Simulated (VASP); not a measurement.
# Sn3P2: relaxation of cell and atoms with PBE

The system is Sn3P2.

```xyz
10
Lattice="4.3100 0.0000 0.0000 -2.1550 3.7326 0.0000 0.0000 0.0000 14.7000" Properties=species:S:1:pos:R:3 pbc="T T T"
Sn    0.0000    0.0000    3.6750
Sn    0.0000    2.4884    6.2475
Sn    0.0000    2.4884    1.1025
Sn    0.0000    0.0000   11.0250
Sn    2.1550    1.2442   13.5975
Sn    2.1550    1.2442    8.4525
P     0.0000    2.4884    3.6750
P     2.1550    1.2442   11.0250
P     0.0000    0.0000    0.0000
P     0.0000    0.0000    7.3500
```

The cell was built by a generator and needn't be a form met in nature.

```json
{
  "Program": "VASP 6.6.1",
  "Task": "relaxation of cell and atoms",
  "Functional": "PBE",
  "Potentials or basis": "VASP PAW PBE potentials, release 64 (Sn_d, P)",
  "Cutoff": "520 eV",
  "k mesh": "4 × 4 × 1",
  "Occupations": "gaussian, width 0.15 eV",
  "Spin": "no spin polarisation",
  "Further INCAR settings": "PREC = Normal; LREAL = Auto; ALGO = Fast; EDIFF = 0.0001; IBRION = 2; EDIFFG = -0.08; NSW = 24; ISIF = 3"
}
```

The relaxed volume is 28.73 Å³/atom and the relaxed cell is a = 4.498 Å, b = 4.498 Å, c = 16.397 Å, α = 90.00°, β = 90.00°, γ = 120.00°. The space group after relaxing (to 0.05 Å) is P6_3/mmc (No. 194) and the energy gained by relaxing is 179.3 meV/atom. The ionic steps are 11 and the pressure after relaxing is 0.2 GPa. The largest force after relaxing is 0.069 eV/Å. The band gap on the k mesh is none (metal or under the smearing width).

Forces in eV/Å, atoms in the order of the input:
```
Sn   0.000  0.000  0.000
Sn   0.000  0.000 -0.069
Sn   0.000  0.000  0.069
Sn   0.000  0.000  0.000
Sn   0.000  0.000 -0.069
Sn   0.000  0.000  0.069
P    0.000  0.000  0.000
P    0.000  0.000  0.000
P    0.000  0.000  0.000
P    0.000  0.000  0.000
```

Stress tensor (GPa, compression positive):
```
0.13 0.00 0.00
0.00 0.13 0.00
0.00 0.00 0.37
```

Step by step:
```tsv
step	energy change (eV)	largest force (eV/Å)	pressure (GPa)	volume (Å³)
1	0.0000	0.1610	12.33	236.48
2	-1.6594	0.0215	-1.87	304.28
3	-1.7448	0.0649	-0.04	288.41
4	-1.7443	0.0446	-0.39	289.52
5	-1.7637	0.0980	-0.16	288.84
6	-1.7734	0.1879	-0.02	288.02
7	-1.7735	0.1840	0.00	287.88
8	-1.7814	0.0931	0.21	287.69
9	-1.7831	0.1272	0.08	287.64
10	-1.7873	0.0810	0.13	287.54
11	-1.7934	0.0686	0.21	287.33
```

Final structure:
```xyz
10
Lattice="4.4983 0.0000 0.0000 -2.2491 3.8956 0.0000 0.0000 0.0000 16.3965" Properties=species:S:1:pos:R:3 pbc="T T T"
Sn    0.0000    0.0000    4.0991
Sn    0.0000    2.5971    6.9220
Sn    0.0000    2.5971    1.2763
Sn    4.4983    0.0000   12.2974
Sn    2.2491    1.2985   15.1202
Sn    2.2491    1.2985    9.4746
P     0.0000    2.5971    4.0991
P     2.2491    1.2985   12.2974
P     0.0000    0.0000    0.0000
P     0.0000    0.0000    8.1983
```

Levels at points of the mesh, in eV from the Fermi level:
```csv
k point,band 49,band 50,band 51,band 52,band 53,band 54,band 55,band 56
"(0.00, 0.00, 0.00)",-2.42,-2.42,-0.30,-0.05,0.00,0.03,0.03,0.26
"(0.50, 0.00, 0.00)",-1.62,-1.47,-1.42,-0.85,-0.51,0.10,0.77,0.79
```

Wall time 2.3 min on 1 thread of Intel(R) Xeon(R) 6975P-C (Granite Rapids) (shared host), peak memory 0.24 GiB.

Caveat: the k mesh is coarse (spacing up to 0.43 Å⁻¹), so the values aren't converged; the volume moved by over 15 % at a fixed basis, so the end points are rough; the relaxation stopped at a loose force limit of 0.08 eV/Å, so its end isn't a converged minimum.
